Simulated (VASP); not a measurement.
Level of theory: PBE GGA, VASP's PBE PAW potentials (set 64) (plane waves; VASP).

A VASP calculation is set up with these files.

### POSCAR
```
FePt
1
    2.7279413155     0.0000000000     0.0000000000
    0.0000000000     2.7279413155     0.0000000000
    0.0000000000     0.0000000000     3.7570430167
Fe Pt
1 1
Direct
  0.0000000000   0.0000000000   0.0000000000
  0.5000000000   0.5000000000   0.5000000000
```

### INCAR
```
ALGO = Normal
EDIFF = 1E-7
EDIFFG = -0.01
ENCUT = 480
GGA = PE
IBRION = 2
ISIF = 3
ISMEAR = 1
ISPIN = 2
LASPH = .True.
LCHARG = .False.
LMAXMIX = 6
LORBIT = 10
LREAL = .False.
LWAVE = .False.
MAGMOM = 2.9 0.3
NELM = 100
NSW = 40
PREC = Accurate
PSTRESS = 200
SIGMA = 0.1
SYSTEM = FePt
```

KPOINTS:
```
Regular mesh
0
gamma
12 12 10
0 0 0
```

POTCAR, in this order: Fe Pt (PBE.64 set). Program: vasp_std.

What VASP printed:

**OSZICAR**
```
...
DAV:   2    -0.138277416264E+02    0.91078E+01   -0.18223E+01 11767   0.512E+01    0.128E+01
DAV:   3    -0.135546176269E+02    0.27312E+00   -0.22071E+00 12750   0.328E+01    0.858E+00
DAV:   4    -0.134341665162E+02    0.12045E+00   -0.27028E+00 12984   0.363E+01    0.655E+00
DAV:   5    -0.132343309958E+02    0.19984E+00   -0.33091E-01 13240   0.129E+01    0.280E+00
DAV:   6    -0.132255028974E+02    0.88281E-02   -0.36648E-02 13469   0.190E+00    0.980E-01
DAV:   7    -0.132280751843E+02   -0.25723E-02   -0.36455E-03 13443   0.652E-01    0.335E-01
DAV:   8    -0.132288849547E+02   -0.80977E-03   -0.46221E-04 14732   0.312E-01    0.221E-01
DAV:   9    -0.132294296585E+02   -0.54470E-03   -0.29173E-04 14937   0.336E-01    0.251E-01
DAV:  10    -0.132289594025E+02    0.47026E-03   -0.17697E-04 12437   0.326E-01    0.231E-01
DAV:  11    -0.132281039869E+02    0.85542E-03   -0.13008E-03 13789   0.773E-01    0.128E-01
DAV:  12    -0.132277715360E+02    0.33245E-03   -0.10681E-03 14037   0.655E-01    0.804E-02
DAV:  13    -0.132275991423E+02    0.17239E-03   -0.78738E-04 13659   0.577E-01    0.791E-02
DAV:  14    -0.132276445348E+02   -0.45393E-04   -0.56204E-05 14993   0.149E-01    0.771E-02
DAV:  15    -0.132277894458E+02   -0.14491E-03   -0.42709E-04 13269   0.449E-01    0.840E-02
DAV:  16    -0.132279260443E+02   -0.13660E-03   -0.22251E-04 14849   0.314E-01    0.107E-01
DAV:  17    -0.132275362055E+02    0.38984E-03   -0.25442E-03 13138   0.112E+00    0.612E-02
DAV:  18    -0.132271574104E+02    0.37880E-03   -0.30536E-03 14032   0.126E+00    0.709E-02
DAV:  19    -0.132271813321E+02   -0.23922E-04   -0.90238E-05 10983   0.111E-01    0.757E-02
DAV:  20    -0.132271597714E+02    0.21561E-04   -0.27123E-05 14089   0.128E-01    0.744E-02
DAV:  21    -0.132271572108E+02    0.25606E-05   -0.67306E-06 14535   0.301E-02    0.547E-02
DAV:  22    -0.132271440898E+02    0.13121E-04   -0.62749E-05 13531   0.187E-01    0.379E-02
DAV:  23    -0.132271451971E+02   -0.11073E-05   -0.27812E-06 13312   0.242E-02    0.290E-02
DAV:  24    -0.132271454494E+02   -0.25228E-06   -0.42098E-06 13732   0.297E-02    0.443E-03
DAV:  25    -0.132271459018E+02   -0.45234E-06   -0.10361E-05 13203   0.783E-02    0.547E-03
DAV:  26    -0.132271454110E+02    0.49071E-06   -0.27364E-06 13309   0.404E-02    0.201E-03
DAV:  27    -0.132271453522E+02    0.58807E-07   -0.11440E-07  5663   0.546E-03
   2 F= -.10535341E+02 E0= -.10535396E+02  d E =0.775217E+00  mag=     0.9753
       N       E                     dE             d eps       ncg     rms          rms(c)
DAV:   1    -0.206047442099E+02   -0.73776E+01   -0.11751E+02 10227   0.156E+02    0.217E+01
DAV:   2    -0.149081114204E+02    0.56966E+01   -0.15516E+01 11711   0.528E+01    0.112E+01
DAV:   3    -0.149573734217E+02   -0.49262E-01   -0.17238E+00 13947   0.289E+01    0.106E+01
DAV:   4    -0.147745141564E+02    0.18286E+00   -0.70713E-01 12939   0.255E+01    0.491E+00
DAV:   5    -0.147489784958E+02    0.25536E-01   -0.21588E-01 12206   0.119E+01    0.325E+00
DAV:   6    -0.147346969040E+02    0.14282E-01   -0.35128E-02 14957   0.457E+00    0.569E-01
DAV:   7    -0.147355657624E+02   -0.86886E-03   -0.25868E-03 12246   0.565E-01    0.152E-01
DAV:   8    -0.147355643052E+02    0.14572E-05   -0.15368E-04 13503   0.272E-01    0.775E-02
DAV:   9    -0.147355502468E+02    0.14058E-04   -0.21346E-05 15048   0.103E-01    0.269E-02
DAV:  10    -0.147355549835E+02   -0.47367E-05   -0.31959E-06 12294   0.256E-02    0.805E-03
DAV:  11    -0.147355551246E+02   -0.14110E-06   -0.67447E-07 11825   0.153E-02    0.255E-03
DAV:  12    -0.147355551146E+02    0.10053E-07   -0.73696E-08  6330   0.387E-03
   3 F= -.11441966E+02 E0= -.11441820E+02  d E =-.131408E+00  mag=     3.1804
       N       E                     dE             d eps       ncg     rms          rms(c)
DAV:   1    -0.147495771313E+02   -0.14022E-01   -0.12855E+00 10234   0.156E+01    0.220E+00
DAV:   2    -0.146777983441E+02    0.71779E-01   -0.15897E-01 11648   0.506E+00    0.120E+00
DAV:   3    -0.146774774817E+02    0.32086E-03   -0.48115E-03 12239   0.910E-01    0.630E-01
DAV:   4    -0.146772493866E+02    0.22810E-03   -0.49258E-04 14383   0.506E-01    0.211E-01
DAV:   5    -0.146772047085E+02    0.44678E-04   -0.91906E-04 11956   0.781E-01    0.220E-01
DAV:   6    -0.146770621671E+02    0.14254E-03   -0.39487E-04 14415   0.473E-01    0.421E-02
DAV:   7    -0.146770671973E+02   -0.50302E-05   -0.28850E-05 13707   0.101E-01    0.172E-02
DAV:   8    -0.146770686363E+02   -0.14390E-05   -0.34765E-06 12474   0.265E-02    0.116E-02
DAV:   9    -0.146770691058E+02   -0.46942E-06   -0.73381E-07 11354   0.134E-02    0.289E-03
DAV:  10    -0.146770690214E+02    0.84354E-07   -0.10565E-07  6266   0.674E-03
   4 F= -.11453220E+02 E0= -.11453225E+02  d E =-.142661E+00  mag=     3.1381
       N       E                     dE             d eps       ncg     rms          rms(c)
DAV:   1    -0.146722655402E+02    0.48036E-02   -0.72654E-03 10220   0.118E+00    0.163E-01
DAV:   2    -0.146718632310E+02    0.40231E-03   -0.90059E-04 11725   0.382E-01    0.930E-02
DAV:   3    -0.146718625081E+02    0.72290E-06   -0.25419E-05 12100   0.657E-02    0.485E-02
DAV:   4    -0.146718617047E+02    0.80343E-06   -0.26790E-06 14449   0.369E-02    0.172E-02
DAV:   5    -0.146718618593E+02   -0.15465E-06   -0.56693E-06 11941   0.615E-02    0.175E-02
DAV:   6    -0.146718613883E+02    0.47103E-06   -0.24181E-06 14315   0.382E-02    0.309E-03
DAV:   7    -0.146718613940E+02   -0.56675E-08   -0.13042E-07  6743   0.743E-03
   5 F= -.11453194E+02 E0= -.11453205E+02  d E =-.142635E+00  mag=     3.1347
       N       E                     dE             d eps       ncg     rms          rms(c)
DAV:   1    -0.146853280023E+02   -0.13467E-01   -0.54718E-02 11130   0.267E+00    0.363E-01
DAV:   2    -0.146832122861E+02    0.21157E-02   -0.62014E-03 13144   0.984E-01    0.280E-01
DAV:   3    -0.146832503142E+02   -0.38028E-04   -0.23967E-03 12732   0.137E+00    0.221E-01
DAV:   4    -0.146829709439E+02    0.27937E-03   -0.80373E-04 12533   0.765E-01    0.990E-02
DAV:   5    -0.146829553578E+02    0.15586E-04   -0.26297E-05 14515   0.717E-02    0.451E-02
DAV:   6    -0.146829456859E+02    0.96719E-05   -0.16514E-05 14963   0.666E-02    0.932E-03
DAV:   7    -0.146829458162E+02   -0.13028E-06   -0.13538E-06 13899   0.186E-02    0.369E-03
DAV:   8    -0.146829459078E+02   -0.91663E-07   -0.76949E-08  6793   0.429E-03
   6 F= -.11453247E+02 E0= -.11453277E+02  d E =-.530258E-04  mag=     3.1357
       N       E                     dE             d eps       ncg     rms          rms(c)
DAV:   1    -0.146787108878E+02    0.42349E-02   -0.99978E-03 11137   0.114E+00    0.154E-01
DAV:   2    -0.146783205374E+02    0.39035E-03   -0.10867E-03 13145   0.404E-01    0.111E-01
DAV:   3    -0.146783340400E+02   -0.13503E-04   -0.38403E-04 12743   0.544E-01    0.895E-02
DAV:   4    -0.146782858236E+02    0.48216E-04   -0.14225E-04 12582   0.324E-01    0.419E-02
DAV:   5    -0.146782835403E+02    0.22833E-05   -0.48263E-06 14710   0.333E-02    0.182E-02
DAV:   6    -0.146782826734E+02    0.86699E-06   -0.28796E-06 14975   0.274E-02    0.377E-03
DAV:   7    -0.146782827155E+02   -0.42177E-07   -0.20624E-07  7920   0.781E-03
   7 F= -.11453309E+02 E0= -.11453332E+02  d E =-.115710E-03  mag=     3.1353
       N       E                     dE             d eps       ncg     rms          rms(c)
DAV:   1    -0.146761839610E+02    0.20987E-02   -0.25428E-02 11333   0.145E+00    0.167E-01
DAV:   2    -0.146760370830E+02    0.14688E-03   -0.12504E-03 13017   0.935E-01    0.190E-01
DAV:   3    -0.146758126387E+02    0.22444E-03   -0.74285E-04 12669   0.753E-01    0.800E-02
DAV:   4    -0.146757599879E+02    0.52651E-04   -0.88871E-05 14109   0.123E-01    0.298E-02
DAV:   5    -0.146757559515E+02    0.40364E-05   -0.82403E-06 14759   0.545E-02    0.131E-02
DAV:   6    -0.146757554017E+02    0.54985E-06   -0.98298E-07 12069   0.963E-03    0.502E-03
DAV:   7    -0.146757553319E+02    0.69804E-07   -0.10742E-07  6753   0.485E-03
   8 F= -.11453413E+02 E0= -.11453469E+02  d E =-.103552E-03  mag=     3.1274
```

File OUTCAR:
```
------------------------ aborting loop because EDIFF is reached ----------------------------------------
  FORCE on cell =-STRESS in cart. coord.  units (eV):
  Direction    XX          YY          ZZ          XY          YZ          ZX
  --------------------------------------------------------------------------------------
  Total        3.2158188      3.2158188      3.2261097      0.0000000      0.0000000     -0.0000000
  in kB      199.5951047    199.5951047    200.2338274      0.0000000      0.0000000     -0.0000000
  external PRESSURE =      -0.1919878 kB  Pullay stress =     200.0000000 kB
  volume of cell :       25.81
      direct lattice vectors                 reciprocal lattice vectors
     2.652914450 -0.000000000  0.000000000     0.376943931  0.000000000  0.000000000
     0.000000000  2.652914450  0.000000000    -0.000000000  0.376943931  0.000000000
    -0.000000000 -0.000000000  3.667801049    -0.000000000  0.000000000  0.272642923
 POSITION                                       TOTAL-FORCE (eV/Angst)
 -----------------------------------------------------------------------------------
      0.00000      0.00000      0.00000         0.000000      0.000000      0.000000
      1.32646      1.32646      1.83390        -0.000000     -0.000000      0.000000
 -----------------------------------------------------------------------------------
    total drift:                               -0.000000      0.000000      0.000000
  FREE ENERGIE OF THE ION-ELECTRON SYSTEM (eV)
  ---------------------------------------------------
  free  energy   TOTEN  =       -14.6757553319 eV

  energy  without entropy=      -14.6759242244  energy(sigma->0) =      -14.67581163
  enthalpy is  TOTEN    =       -11.4534130193 eV   P V=        3.2223423126

 total charge

# of ion       s       p       d       tot
------------------------------------------
    1        0.434   0.508   6.193   7.135
    2        0.752   0.754   8.100   9.606
--------------------------------------------------
tot          1.186   1.262  14.294  16.741

 magnetization (x)

# of ion       s       p       d       tot
------------------------------------------
    1        0.002  -0.008   2.794   2.789
    2       -0.026  -0.072   0.402   0.303
--------------------------------------------------
tot         -0.024  -0.080   3.196   3.092

 reached required accuracy - stopping structural energy minimisation
```
(Selected blocks of OUTCAR.)

### CONTCAR
```
FePt
   1.00000000000000
     2.6529144496442156   -0.0000000000000000    0.0000000000000000
     0.0000000000000000    2.6529144496442156    0.0000000000000000
    -0.0000000000000000   -0.0000000000000000    3.6678010488068296
  Fe              Pt
     1     1
Direct
     0.0000000000000000    0.0000000000000000    0.0000000000000000
     0.5000000000000000    0.5000000000000000    0.5000000000000000
```

Energy and stress use the plane-wave basis of the starting cell.

The compound is FePt in the L1_0 structure. This run relaxes it under an external pressure of 20 GPa. Symmetry was kept, so distortions that lower it aren't found.
